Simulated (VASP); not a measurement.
# SiMo3 under strain, part 4 of 4

Aim: follow the pressure of SiMo3 through compression, expansion and shear. All runs use PBEsol. Left out of this account: 1 further run (self-consistent run: a reference on another mesh). The start is a cell from a database of measured crystal structures.

VASP 6.6.1; PBEsol; plane waves and PAW (Si, Mo_sv).

Still holding for the runs below: Spin-orbit coupling is off here; it would split degenerate levels.

So far, pressure (GPa): step 2 (bands, cell as listed) -4.52; step 3 (cell volume +4.0 %) -13.5; step 4 (cell volume +8.0 %) -20.7; step 5 (bands, sheared, principal strains -1.8, +0.3, +1.6 %) -4.36; step 6 (cell volume -4.0 %) 6.66.

**7. Bands, volume times 0.92**

The cell is scaled evenly once more. A prediction first. A parabola through the 4 pressures of evenly scaled cells so far, P = -4.49 -251.5 t +526 t² GPa with t = ln(V/V₁) and V₁ the volume at scale 1, gives 20.14 GPa at t = -0.0834.

Input file INCAR:

```
SYSTEM = SiMo3
PREC = Accurate
ENCUT = 400
EDIFF = 1E-06
NELM = 100
ISMEAR = -1
SIGMA = 0.05
LREAL = .FALSE.
ALGO = Normal
GGA = PS
NBANDS = 69
LASPH = .TRUE.
LORBIT = 11
LWAVE = .FALSE.
LCHARG = .FALSE.
KPAR = 8
```

Input file POSCAR:

```
SiMo3
1.0
    4.7549867714      0.0000000000      0.0000000000
    0.0000000000      4.7549867714      0.0000000000
    0.0000000000      0.0000000000      4.7549867714
Si Mo
2 6
Direct
    0.0000000000      0.0000000000      0.0000000000
    0.5000000000      0.5000000000      0.5000000000
    0.2500000000      0.0000000000      0.5000000000
    0.5000000000      0.7500000000      0.0000000000
    0.7500000000      0.0000000000      0.5000000000
    0.5000000000      0.2500000000      0.0000000000
    0.0000000000      0.5000000000      0.7500000000
    0.0000000000      0.5000000000      0.2500000000
```

Input file KPOINTS:

```
Automatic mesh
0
Gamma
6 6 6
0 0 0
```

Input file KPOINTS_OPT:

```
Line mode
12
Line-mode
Reciprocal
  0.00000000   0.00000000   0.00000000 GAMMA
  0.00000000   0.50000000   0.00000000 X

  0.00000000   0.50000000   0.00000000 X
  0.50000000   0.50000000   0.00000000 M

  0.50000000   0.50000000   0.00000000 M
  0.00000000   0.00000000   0.00000000 GAMMA

  0.00000000   0.00000000   0.00000000 GAMMA
  0.50000000   0.50000000   0.50000000 R

  0.50000000   0.50000000   0.50000000 R
  0.00000000   0.50000000   0.00000000 X

  0.50000000   0.50000000   0.00000000 M
  0.50000000   0.50000000   0.50000000 R
```

PAW data sets: Si and Mo_sv (PBE family, release 64).

Run with:

```
> mpirun -np 8 vasp_std
```

The program printed:

```text
[... set-up lines as in an earlier step ...]
 entering main loop
       N       E                     dE             d eps       ncg     rms          rms(c)
DAV:   1     0.966926009752E+03    0.96693E+03   -0.46810E+04  2792   0.114E+03
DAV:   2    -0.577075403384E+02   -0.10246E+04   -0.98699E+03  3052   0.416E+02
DAV:   3    -0.885740108110E+02   -0.30866E+02   -0.30131E+02  3222   0.742E+01
DAV:   4    -0.888615441131E+02   -0.28753E+00   -0.28680E+00  3080   0.701E+00
DAV:   5    -0.888641918822E+02   -0.26478E-02   -0.26473E-02  3062   0.661E-01    0.557E+01
DAV:   6    -0.850420536957E+02    0.38221E+01   -0.79600E+00  2936   0.136E+01    0.178E+01
DAV:   7    -0.846713078749E+02    0.37075E+00   -0.76143E-01  3187   0.362E+00    0.418E+00
DAV:   8    -0.846191951542E+02    0.52113E-01   -0.54584E-02  2845   0.853E-01    0.606E-01
DAV:   9    -0.846176471936E+02    0.15480E-02   -0.36942E-03  3017   0.253E-01    0.284E-01
DAV:  10    -0.846175247257E+02    0.12247E-03   -0.38348E-04  3056   0.111E-01    0.112E-01
DAV:  11    -0.846175374367E+02   -0.12711E-04   -0.82872E-06  3019   0.144E-02    0.245E-02
DAV:  12    -0.846175351675E+02    0.22692E-05   -0.40527E-06  2907   0.997E-03    0.150E-03
DAV:  13    -0.846175349927E+02    0.17484E-06   -0.55764E-08  1635   0.106E-03
   1 F= -.84617535E+02 E0= -.84607557E+02  d E =-.199565E-01
 Start KPOINTS_OPT (optional k-point list driver)
k-point batch [1-20\72]
       N       E                     dE             ncg
DAV:   1     0.370837591014E+04   -0.20585E+05     2808
DAV:   2    -0.169925156673E+05   -0.20701E+05     3014
DAV:   3    -0.176258124370E+05   -0.63330E+03     3179
DAV:   4    -0.176317205500E+05   -0.59081E+01     3091
DAV:   5    -0.176317799953E+05   -0.59445E-01     3043
DAV:   6    -0.176317812140E+05   -0.12187E-02     3195
DAV:   7    -0.176317812430E+05   -0.29011E-04     2643
DAV:   8    -0.176317812441E+05   -0.10413E-05     2163
DAV:   9    -0.176317812442E+05   -0.96254E-07     1699
[...]
k-point batch [61-72\72]
       N       E                     dE             ncg
DAV:   1     0.173265171222E+05   -0.27273E+05     1688
DAV:   2     0.493414237123E+04   -0.12392E+05     1836
DAV:   3     0.455642973649E+04   -0.37771E+03     1868
DAV:   4     0.455343268840E+04   -0.29970E+01     1816
DAV:   5     0.455340548947E+04   -0.27199E-01     1860
DAV:   6     0.455340504635E+04   -0.44312E-03     1856
DAV:   7     0.455340503709E+04   -0.92593E-05     1606
DAV:   8     0.455340503688E+04   -0.21000E-06     1248
```

Wall time 18 s (8 MPI ranks of Intel Xeon 6975P-C (Granite Rapids), shared host); peak memory 2.2 GiB; 1.9 min of CPU time.

OUTCAR, selected parts (step 7):

```text
   ENCUT  =  400.0 eV  29.40 Ry    5.42 a.u.   7.75  7.75  7.75*2*pi/ulx,y,z

   NELECT =      92.0000    total number of electrons

 E-fermi :  14.0376

 k-point     1 :       0.0000    0.0000    0.0000
  band No.  band energies     occupation
    ...
     40      11.5748      2.00000
     41      11.5748      2.00000
     42      11.5748      2.00000
     43      12.2657      2.00000
     44      12.2657      2.00000
     45      15.3983      0.00000
     46      15.3983      0.00000
     47      15.3983      0.00000
     48      16.5288      0.00000
     49      16.6870      0.00000
    ...

  Total       13.8040592     13.8040592     13.8040592     -0.0000000      0.0000000     -0.0000000
  in kB      205.7166565    205.7166565    205.7166565     -0.0000000      0.0000000     -0.0000000
  external PRESSURE =     205.7166565 kB  Pullay stress =       0.0000000 kB

 POSITION                                       TOTAL-FORCE (eV/Angst)
 -----------------------------------------------------------------------------------
      0.00000      0.00000      0.00000         0.000000      0.000000     -0.000000
      2.37749      2.37749      2.37749         0.000000      0.000000     -0.000000
      1.18875      0.00000      2.37749         0.000000      0.000000      0.000000
      2.37749      3.56624      0.00000         0.000000     -0.000000      0.000000
      3.56624      0.00000      2.37749        -0.000000     -0.000000      0.000000
      2.37749      1.18875      0.00000        -0.000000      0.000000      0.000000
      0.00000      2.37749      3.56624         0.000000     -0.000000     -0.000000
      0.00000      2.37749      1.18875         0.000000      0.000000     -0.000000
 -----------------------------------------------------------------------------------
    total drift:                                0.000000     -0.000000     -0.000000

  FREE ENERGIE OF THE ION-ELECTRON SYSTEM (eV)
  ---------------------------------------------------
  free  energy   TOTEN  =       -84.6175349927 eV

  energy  without entropy=      -84.5975784577  energy(sigma->0) =      -84.60755673

[... 5 parts as in an earlier step ...]

[... 11 further parts left out ...]
```

This step gave:

```
free energy (TOTEN)     : -84.6175 eV
energy at zero smearing : -84.6076 eV
Fermi energy            : 14.04 eV
pressure                : 20.57 GPa
```

Electronic bands along the path, in eV, zero at the Fermi level; # counts the bands kept, so #1 is VASP's band 25:

```tsv
point	#19	#20	#21	#22	#23	#24	#25	#26
Γ	-1.77	-1.77	1.36	1.36	1.36	2.49	2.65	2.65
0.45 of the way	-1.63	-1.50	0.46	1.04	1.04	1.98	2.17	2.34
X	-1.83	-1.83	0.33	0.33	0.96	0.96	1.64	1.64
0.55 of the way	-1.77	-1.46	-0.23	-0.17	0.15	0.19	0.27	0.61
M	-1.36	-0.92	-0.92	-0.85	-0.77	-0.68	-0.08	0.32
0.45 of the way	-1.78	-1.34	-0.50	0.17	0.66	0.84	1.45	1.73
Γ	-1.77	-1.77	1.36	1.36	1.36	2.49	2.65	2.65
0.55 of the way	-1.91	-1.91	-0.89	-0.89	0.72	0.72	1.26	1.59
R	-1.23	-1.23	-1.23	-1.23	-1.23	-1.23	1.38	1.38
0.45 of the way	-1.71	-1.71	-1.07	-1.07	-0.17	-0.17	1.18	1.18
X	-1.83	-1.83	0.33	0.33	0.96	0.96	1.64	1.64
jump to M	-1.36	-0.92	-0.92	-0.85	-0.77	-0.68	-0.08	0.32
0.45 of the way	-1.54	-1.43	-1.02	-1.02	-0.83	-0.47	0.51	0.66
R	-1.23	-1.23	-1.23	-1.23	-1.23	-1.23	1.38	1.38
```

Of the projections kept (Si, Mo), the largest for each band there; the rest of the weight can lie on other orbitals:

```tsv
point	#19	#20	#21	#22	#23	#24	#25	#26
Γ	Mo 1.00	Mo 1.00	Mo 1.00	Mo 1.00	Mo 1.00	Mo 0.52	Mo 1.00	Mo 1.00
X	Mo 0.98	Mo 0.98	Mo 0.98	Mo 0.98	Mo 1.00	Mo 1.00	Mo 1.00	Mo 1.00
M	Mo 1.00	Mo 1.00	Mo 1.00	Mo 1.00	Mo 0.81	Mo 0.89	Mo 1.00	Mo 0.99
Γ	Mo 1.00	Mo 1.00	Mo 1.00	Mo 1.00	Mo 1.00	Mo 0.52	Mo 1.00	Mo 1.00
R	Mo 0.96	Mo 0.96	Mo 0.96	Mo 0.96	Mo 0.96	Mo 0.96	Mo 0.99	Mo 0.99
X	Mo 0.98	Mo 0.98	Mo 0.98	Mo 0.98	Mo 1.00	Mo 1.00	Mo 1.00	Mo 1.00
```

 The pressure is 20.57 GPa. The parabola predicted 20.14 GPa, -0.43 GPa off.

**8. Bands, atoms displaced by up to 0.16 Å**

The atoms are moved off their sites at random, as a crude picture of disorder.

INCAR is that of step 7.

Input file POSCAR:

```
SiMo3
1.0
    4.8890000000      0.0000000000      0.0000000000
    0.0000000000      4.8890000000      0.0000000000
    0.0000000000      0.0000000000      4.8890000000
Si Mo
2 6
Direct
    0.0037240000      0.0013710000     -0.0027830000
    0.4922160000      0.4939240000      0.5008810000
    0.2474710000     -0.0136320000      0.4895200000
    0.4944690000      0.7509840000     -0.0081450000
    0.7476480000     -0.0072650000      0.5196970000
    0.5103260000      0.2548330000     -0.0299760000
   -0.0016810000      0.4971390000      0.7456290000
    0.0109990000      0.5051030000      0.2609600000
```

KPOINTS is that of step 7.

KPOINTS_OPT is that of step 7.

Run with:

```
> mpirun -np 8 vasp_std
```

The program printed:

```text
[... set-up lines as in an earlier step ...]
 entering main loop
       N       E                     dE             d eps       ncg     rms          rms(c)
DAV:   1     0.952753093975E+03    0.95275E+03   -0.47174E+04 15664   0.112E+03
DAV:   2    -0.575518220385E+02   -0.10103E+04   -0.97174E+03 16940   0.409E+02
DAV:   3    -0.889306100237E+02   -0.31379E+02   -0.30531E+02 18058   0.733E+01
DAV:   4    -0.892523646335E+02   -0.32175E+00   -0.32076E+00 17353   0.717E+00
DAV:   5    -0.892553742601E+02   -0.30096E-02   -0.30090E-02 17351   0.689E-01    0.461E+01
DAV:   6    -0.851118567016E+02    0.41435E+01   -0.91980E+00 16490   0.142E+01    0.130E+01
DAV:   7    -0.847746783115E+02    0.33718E+00   -0.89778E-01 17578   0.469E+00    0.379E+00
DAV:   8    -0.847362188823E+02    0.38459E-01   -0.32764E-01 16464   0.409E+00    0.248E+00
DAV:   9    -0.846765013254E+02    0.59718E-01   -0.10583E-01 16373   0.213E+00    0.563E-01
DAV:  10    -0.846759588189E+02    0.54251E-03   -0.74815E-03 17013   0.505E-01    0.359E-01
DAV:  11    -0.846755184014E+02    0.44042E-03   -0.21220E-03 16835   0.378E-01    0.227E-01
DAV:  12    -0.846753758821E+02    0.14252E-03   -0.46631E-04 17189   0.164E-01    0.821E-02
DAV:  13    -0.846753925869E+02   -0.16705E-04   -0.70881E-05 17126   0.610E-02    0.368E-02
DAV:  14    -0.846753816941E+02    0.10893E-04   -0.24516E-05 16499   0.419E-02    0.182E-02
DAV:  15    -0.846753796046E+02    0.20895E-05   -0.27839E-06 13159   0.969E-03    0.318E-03
DAV:  16    -0.846753795651E+02    0.39430E-07   -0.19558E-07  9073   0.294E-03
   1 F= -.84675380E+02 E0= -.84658757E+02  d E =-.332454E-01
 Start KPOINTS_OPT (optional k-point list driver)
k-point batch [1-72\72]
       N       E                     dE             ncg
DAV:   1     0.117774953624E+05   -0.11248E+06    10104
DAV:   2    -0.616697775825E+05   -0.73447E+05    10903
DAV:   3    -0.639280638428E+05   -0.22583E+04    11303
DAV:   4    -0.639503999614E+05   -0.22336E+02    11142
DAV:   5    -0.639506266762E+05   -0.22671E+00    11067
DAV:   6    -0.639506314581E+05   -0.47819E-02    11409
DAV:   7    -0.639506315679E+05   -0.10985E-03     9722
DAV:   8    -0.639506315714E+05   -0.34220E-05     7676
DAV:   9    -0.639506315717E+05   -0.31428E-06     6502
```

The job ended after 43 s (8 MPI ranks; peak memory 6.1 GiB).

Parts of OUTCAR (step 8):

```text
   NELECT =      92.0000    total number of electrons

 E-fermi :  12.6152

 k-point     1 :       0.0000    0.0000    0.0000
  band No.  band energies     occupation
    ...
     40      10.4282      2.00000
     41      10.5159      2.00000
     42      10.5286      2.00000
     43      11.0472      2.00000
     44      11.1864      2.00000
     45      13.7266      0.00000
     46      13.8161      0.00000
     47      14.0556      0.00000
     48      14.4621      0.00000
     49      14.8652      0.00000
    ...

  Total       -2.2448135     -2.3572726     -1.0964674      0.2079436      0.0706264     -0.3154096
  in kB      -30.7773151    -32.3191764    -15.0330187      2.8509926      0.9683172     -4.3243951
  external PRESSURE =     -26.0431701 kB  Pullay stress =       0.0000000 kB

 POSITION                                       TOTAL-FORCE (eV/Angst)
 -----------------------------------------------------------------------------------
      0.01821      0.00670      4.87539        -0.037597     -0.034421      0.261504
      2.40644      2.41479      2.44881         0.549266      0.042667     -0.742196
      1.20989      4.82235      2.39326         0.132102      0.889965      0.409869
      2.41746      3.67156      4.84918         0.617485      0.022211      0.353683
      3.65525      4.85348      2.54080         0.147893      0.069559     -1.838469
      2.49498      1.24588      4.74245        -0.707324     -0.392774      1.996157
      4.88078      2.43051      3.64538         0.183175      0.135070      0.869355
      0.05377      2.46945      1.27583        -0.885000     -0.732278     -1.309902
 -----------------------------------------------------------------------------------
    total drift:                                0.001105     -0.000523      0.000060

  FREE ENERGIE OF THE ION-ELECTRON SYSTEM (eV)
  ---------------------------------------------------
  free  energy   TOTEN  =       -84.6753795651 eV

  energy  without entropy=      -84.6421341748  energy(sigma->0) =      -84.65875687

[... 5 parts as in an earlier step ...]

[... 12 further parts left out ...]
```

This step gave:

- SCF cycles: 16
- irreducible k-points: 112
- symmetry operations: 1
- free energy (TOTEN): -84.6754 eV
- energy at zero smearing: -84.6588 eV
- Fermi energy: 12.62 eV
- pressure: -2.604 GPa

The electronic bands at the labelled points (eV, zero at the Fermi level; # counts the bands kept, so #1 is VASP's band 25):

```tsv
point	#19	#20	#21	#22	#23	#24	#25	#26
Γ	-1.57	-1.43	1.11	1.20	1.44	1.85	2.25	2.28
0.55 of the way	-1.33	-1.26	0.19	0.84	1.04	1.55	1.75	1.89
X	-1.64	-1.57	0.15	0.28	0.93	0.98	1.38	1.53
0.55 of the way	-1.52	-1.32	-0.36	-0.22	0.11	0.30	0.52	0.77
M	-1.13	-1.00	-0.78	-0.70	-0.43	-0.35	0.15	0.43
0.45 of the way	-1.55	-1.11	-0.28	0.25	0.50	0.78	1.41	1.47
Γ	-1.57	-1.43	1.11	1.20	1.44	1.85	2.25	2.28
0.55 of the way	-1.66	-1.57	-0.82	-0.53	0.42	0.92	1.23	1.37
R	-1.41	-1.36	-1.01	-0.91	-0.86	-0.80	1.01	1.10
0.45 of the way	-1.49	-1.29	-0.98	-0.85	-0.27	-0.11	0.86	1.12
X	-1.64	-1.57	0.15	0.28	0.93	0.98	1.38	1.53
jump to M	-1.13	-1.00	-0.78	-0.70	-0.43	-0.35	0.15	0.43
0.45 of the way	-1.43	-1.26	-0.91	-0.76	-0.56	-0.26	0.56	0.70
R	-1.41	-1.36	-1.01	-0.91	-0.86	-0.80	1.01	1.10
```

Of the projections kept (Si, Mo), the largest for each band there; the rest of the weight can lie on other orbitals:

```tsv
point	#19	#20	#21	#22	#23	#24	#25	#26
Γ	Mo 1.00	Mo 1.00	Mo 0.98	Mo 1.00	Mo 1.00	Mo 0.72	Mo 1.00	Mo 1.00
X	Mo 0.98	Mo 0.98	Mo 0.98	Mo 0.98	Mo 1.00	Mo 1.00	Mo 0.99	Mo 0.99
M	Mo 1.00	Mo 1.00	Mo 0.97	Mo 0.90	Mo 0.94	Mo 0.98	Mo 0.99	Mo 0.99
Γ	Mo 1.00	Mo 1.00	Mo 0.98	Mo 1.00	Mo 1.00	Mo 0.72	Mo 1.00	Mo 1.00
R	Mo 0.96	Mo 0.97	Mo 0.97	Mo 0.97	Mo 0.98	Mo 0.97	Mo 0.98	Mo 0.98
X	Mo 0.98	Mo 0.98	Mo 0.98	Mo 0.98	Mo 1.00	Mo 1.00	Mo 0.99	Mo 0.99
```

Force by atom:

```tsv
atom	x (eV/Å)	y (eV/Å)	z (eV/Å)	size
Si1	-0.04	-0.03	0.26	0.27
Si2	0.55	0.04	-0.74	0.92
Mo3	0.13	0.89	0.41	0.99
Mo4	0.62	0.02	0.35	0.71
Mo5	0.15	0.07	-1.84	1.85
Mo6	-0.71	-0.39	2.00	2.15
Mo7	0.18	0.14	0.87	0.90
Mo8	-0.89	-0.73	-1.31	1.74
```

 The pressure is -2.60 GPa, and the symmetry operations fall from 48 to 1.

**9. Side by side**

```
                                         cell   mesh  pressure (GPa)  gap (eV)
                               cell as listed  6×6×6           -4.52      none
                            volume times 1.04  6×6×6          -13.51      none
                            volume times 1.08  6×6×6          -20.74      none
sheared, principal strains -1.8, +0.3, +1.6 %  6×6×6           -4.36      none
                            volume times 0.96  6×6×6            6.66      none
                            volume times 0.92  6×6×6           20.57      none
              atoms displaced by up to 0.16 Å  6×6×6           -2.60      none
```

**10. Summary of results**

```yaml
pressure_cell_as_listed: -4.52 GPa
pressure_volume_times_1p04: -13.5 GPa
pressure_volume_times_1p08: -20.7 GPa
pressure_sheared_principal_strains_minus_1p8_plus_0p3_plus_1p6: -4.36 GPa
pressure_volume_times_0p96: 6.66 GPa
pressure_volume_times_0p92: 20.6 GPa
pressure_atoms_displaced_by_up_to_0p16_a: -2.60 GPa
bulk_modulus_at_the_listed_volume_shape_and_positions_held: 253 GPa
```

The slope of pressure against ln V at the listed volume gives a bulk modulus of 253 GPa at fixed shape and positions. Spin-orbit coupling is left out; it would split some degenerate bands.

[Lines on the potential files, build, host, timing and source positions are cut from VASP's logs without a mark.]

[Logs are printed without paths, hosts, clocks, repeated set-up lines and the standing remarks that a program may print on its own settings, such as how far it seeks lower states.]

[Hosts, paths, dates, database ids (printed as entryN), source tags and the programs' standing remarks are cut or masked in the printed files.]

[A measured line is paired with the nearest computed mode of its activity, which favours agreement.]
